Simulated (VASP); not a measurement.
Output of a VASP run:

File OUTCAR:
```
 ion  position               nearest neighbor table
   1  0.000  0.000  0.000-   2 2.85   2 2.85   2 2.85   2 2.85
   2  0.250  0.250  0.250-   1 2.85   1 2.85   1 2.85   1 2.85
  LATTYP: Found a face centered cubic cell.
 ALAT       =     6.5771697160
 Subroutine PRICEL returns:
 Original cell was already a primitive cell.
 Subroutine GETGRP returns: Found 24 space group operations
The static configuration has the point symmetry T_d .
The dynamic configuration has the point symmetry T_d .
 Subroutine INISYM returns: Found 24 space group operations
 Subroutine IBZKPT returns following result:
 Found     56 irreducible k-points:

 Following reciprocal coordinates:
            Coordinates               Weight
  0.000000  0.000000  0.000000      1.000000
  0.090909  0.000000  0.000000      8.000000
  0.181818  0.000000  0.000000      8.000000
  0.272727  0.000000  0.000000      8.000000
  0.363636  0.000000  0.000000      8.000000
  0.454545  0.000000  0.000000      8.000000
  0.090909  0.090909  0.000000      6.000000
  0.181818  0.090909  0.000000     24.000000
  0.272727  0.090909  0.000000     24.000000
  0.363636  0.090909  0.000000     24.000000
  0.454545  0.090909  0.000000     24.000000
 -0.454545  0.090909  0.000000     24.000000
 -0.363636  0.090909  0.000000     24.000000
 -0.272727  0.090909  0.000000     24.000000
 -0.181818  0.090909  0.000000     24.000000
 -0.090909  0.090909  0.000000     12.000000
  0.181818  0.181818  0.000000      6.000000
  0.272727  0.181818  0.000000     24.000000
  0.363636  0.181818  0.000000     24.000000
  0.454545  0.181818  0.000000     24.000000
 -0.454545  0.181818  0.000000     24.000000
 -0.363636  0.181818  0.000000     24.000000
 -0.272727  0.181818  0.000000     24.000000
 -0.181818  0.181818  0.000000     12.000000
  0.272727  0.272727  0.000000      6.000000
  0.363636  0.272727  0.000000     24.000000
  0.454545  0.272727  0.000000     24.000000
 -0.454545  0.272727  0.000000     24.000000
 -0.363636  0.272727  0.000000     24.000000
 -0.272727  0.272727  0.000000     12.000000
  0.363636  0.363636  0.000000      6.000000
  0.454545  0.363636  0.000000     24.000000
 -0.454545  0.363636  0.000000     24.000000
 -0.363636  0.363636  0.000000     12.000000
  0.454545  0.454545  0.000000      6.000000
 -0.454545  0.454545  0.000000     12.000000
  0.272727  0.181818  0.090909     24.000000
  0.363636  0.181818  0.090909     48.000000
  0.454545  0.181818  0.090909     48.000000
 -0.454545  0.181818  0.090909     48.000000
   k-points           NKPTS =     56   k-points in BZ     NKDIM =     56   number of bands    NBANDS=     13
   number of dos      NEDOS =    601   number of ions     NIONS =      2
   total plane-waves  NPLWV =  46656
   dimension x,y,z NGX =    36 NGY =   36 NGZ =   36
   dimension x,y,z NGXF=    72 NGYF=   72 NGZF=   72
   ions per type =               1   1
   PREC   = accura    normal or accurate (medium, high low for compatibility)
   ISTART =      0    job   : 0-new  1-cont  2-samecut
   ICHARG =      2    charge: 1-file 2-atom 10-const
   ISPIN  =      1    spin polarized calculation?
   LNONCOLLINEAR =      F non collinear calculations
   LSORBIT =      F    spin-orbit coupling
   INIWAV =      1    electr: 0-lowe 1-rand  2-diag
   ENCUT  =  520.0 eV  38.22 Ry    6.18 a.u.   8.65  8.65  8.65*2*pi/ulx,y,z
   NELM   =    100;   NELMIN=  2; NELMDL= -5     # of ELM steps
   EDIFF  = 0.1E-06   stopping-criterion for ELM
   LREAL  =      F    real-space projection
   NLSPLINE    = F    spline interpolate recip. space projectors
   LMAXMIX     =    6 max onsite mixed and CHGCAR
   VOSKOWN=      0    Vosko Wilk Nusair interpolation
   EDIFFG = 0.1E-05   stopping-criterion for IOM
   NSW    =      0    number of steps for IOM
   NBLOCK =      1;   KBLOCK =      1    inner block; outer block
   IBRION =     -1    ionic relax: 0-MD 1-quasi-New 2-CG
...
```

File OSZICAR:
```
       N       E                     dE             d eps       ncg     rms          rms(c)
DAV:   1     0.324145628942E+02    0.32415E+02   -0.81252E+03  1464   0.121E+03
DAV:   2    -0.757007775691E+02   -0.10812E+03   -0.10303E+03  1541   0.270E+02
DAV:   3    -0.802700637243E+02   -0.45693E+01   -0.45515E+01  1801   0.575E+01
DAV:   4    -0.803060962502E+02   -0.36033E-01   -0.36028E-01  1867   0.490E+00
DAV:   5    -0.803063732376E+02   -0.27699E-03   -0.27698E-03  1751   0.342E-01    0.675E+00
DAV:   6    -0.752505886757E+02    0.50558E+01   -0.31826E+00  1466   0.259E+01    0.846E+00
DAV:   7    -0.751594085083E+02    0.91180E-01   -0.18889E-01  1481   0.541E+00    0.536E+00
DAV:   8    -0.751271734794E+02    0.32235E-01   -0.10246E-01  1531   0.328E+00    0.176E+00
DAV:   9    -0.750667532603E+02    0.60420E-01   -0.20729E-01  1456   0.398E+00    0.270E-01
DAV:  10    -0.751626173109E+02   -0.95864E-01   -0.45338E-02  1456   0.186E+00    0.316E-01
DAV:  11    -0.751561701757E+02    0.64471E-02   -0.11737E-02  1476   0.104E+00    0.111E-01
DAV:  12    -0.751632515281E+02   -0.70814E-02   -0.42057E-03  1491   0.528E-01    0.752E-02
DAV:  13    -0.751628150830E+02    0.43645E-03   -0.36945E-03  1486   0.611E-01    0.471E-02
DAV:  14    -0.751632708324E+02   -0.45575E-03   -0.12971E-04  1641   0.110E-01    0.382E-02
DAV:  15    -0.751632513726E+02    0.19460E-04   -0.14555E-06  1823   0.130E-02    0.402E-02
DAV:  16    -0.751637789368E+02   -0.52756E-03   -0.55031E-05  1466   0.681E-02    0.553E-02
DAV:  17    -0.751643105367E+02   -0.53160E-03   -0.19994E-04  1466   0.123E-01    0.714E-02
DAV:  18    -0.751644301604E+02   -0.11962E-03   -0.10426E-04  1531   0.960E-02    0.443E-02
DAV:  19    -0.751644311623E+02   -0.10020E-05   -0.40891E-06  1536   0.175E-02    0.313E-02
DAV:  20    -0.751644308043E+02    0.35799E-06   -0.16817E-06  1586   0.132E-02    0.244E-03
DAV:  21    -0.751644299598E+02    0.84455E-06   -0.75995E-07  1481   0.878E-03    0.660E-03
DAV:  22    -0.751644300116E+02   -0.51790E-07   -0.17218E-08   848   0.158E-03
   1 F= -.75164430E+02 E0= -.75164430E+02  d E =0.000000E+00
       N       E                     dE             ncg
       N       E                     dE             ncg
```

OUTCAR:
```
------------------------ aborting loop because EDIFF is reached ----------------------------------------
  FORCE on cell =-STRESS in cart. coord.  units (eV):
  Direction    XX          YY          ZZ          XY          YZ          ZX
  --------------------------------------------------------------------------------------
  Total       -0.0111524     -0.0111524     -0.0111524     -0.0000000     -0.0000000      0.0000000
  in kB       -0.2512005     -0.2512005     -0.2512005     -0.0000000     -0.0000000      0.0000000
  external PRESSURE =      -0.2512005 kB  Pullay stress =       0.0000000 kB
  volume of cell :       71.13
      direct lattice vectors                 reciprocal lattice vectors
     0.000000000  3.288584858  3.288584858    -0.152041082  0.152041082  0.152041082
     3.288584858  0.000000000  3.288584858     0.152041082 -0.152041082  0.152041082
     3.288584858  3.288584858  0.000000000     0.152041082  0.152041082 -0.152041082
 POSITION                                       TOTAL-FORCE (eV/Angst)
 -----------------------------------------------------------------------------------
      0.00000      0.00000      0.00000         0.000000     -0.000000     -0.000000
      1.64429      1.64429      1.64429        -0.000000      0.000000      0.000000
 -----------------------------------------------------------------------------------
    total drift:                                0.000000      0.000000      0.000000
  FREE ENERGIE OF THE ION-ELECTRON SYSTEM (eV)
  ---------------------------------------------------
  free  energy   TOTEN  =       -75.1644300116 eV

  energy  without entropy=      -75.1644300116  energy(sigma->0) =      -75.16443001

 total charge

# of ion       s       p       d       tot
------------------------------------------
    1        0.728   0.383   9.361  10.471
    2        1.372   1.992   0.028   3.393
--------------------------------------------------
tot          2.100   2.375   9.389  13.864
```
(Selected blocks of OUTCAR.)

POSCAR:
```
HgTe
1
    0.0000000000     3.2885848580     3.2885848580
    3.2885848580     0.0000000000     3.2885848580
    3.2885848580     3.2885848580     0.0000000000
Hg Te
1 1
Direct
  0.0000000000   0.0000000000   0.0000000000
  0.2500000000   0.2500000000   0.2500000000
```

**Question.** Reconstruct the remaining input files.

**Answer.** This is not unique; one that fits is the input of the run itself, r2SCAN meta-GGA, plane waves, VASP's PBE PAW potentials (set 64).

KPOINTS_OPT:
```
k-points along high-symmetry lines
10
Line-mode
Reciprocal
  0.000000   0.000000   0.000000 ! GAMMA
 -0.500000  -0.500000   0.000000 ! X

 -0.500000  -0.500000   0.000000 ! X
 -0.375000  -0.375000   0.250000 ! U

 -0.375000   0.000000   0.375000 ! K
  0.000000   0.000000   0.000000 ! GAMMA

  0.000000   0.000000   0.000000 ! GAMMA
 -0.000000  -0.000000   0.500000 ! L

 -0.000000  -0.000000   0.500000 ! L
 -0.500000  -0.250000   0.250000 ! W

 -0.500000  -0.250000   0.250000 ! W
 -0.500000  -0.500000   0.000000 ! X
```

File KPOINTS:
```
kpoints
0
Gamma
 11 11 11
0 0 0
```

### INCAR
```
LREAL  =  .False.   # projection in real space or not
NELM  =  100   # most electronic steps
LMAXMIX  =  6   # l cut-off of mixed one-centre charges
LASPH  =  .True.   # aspherical one-centre terms
ISMEAR  =  -5   # tetrahedra, Bloechl
NEDOS  =  601   # DOS grid
LORBIT  =  11
LWAVE  =  .False.
LMIXTAU  =  .True.
SYSTEM  =  HgTe
PREC  =  Accurate
METAGGA  =  R2SCAN
ISIF  =  2   # forces and stress, cell fixed
EDIFF  =  1E-7   # SCF stop (eV)
LCHARG  =  .False.
ALGO  =  Normal   # blocked Davidson
ENCUT  =  520   # plane-wave cut-off (eV)
```

POTCAR, in this order: Hg Te (PBE.64 set). Program: vasp_std.

For a metal the tetrahedron method with Blöchl corrections gives inexact stress and forces.

The compound is HgTe in the zinc blende structure. It was relaxed first, which changed the volume by +6 %.
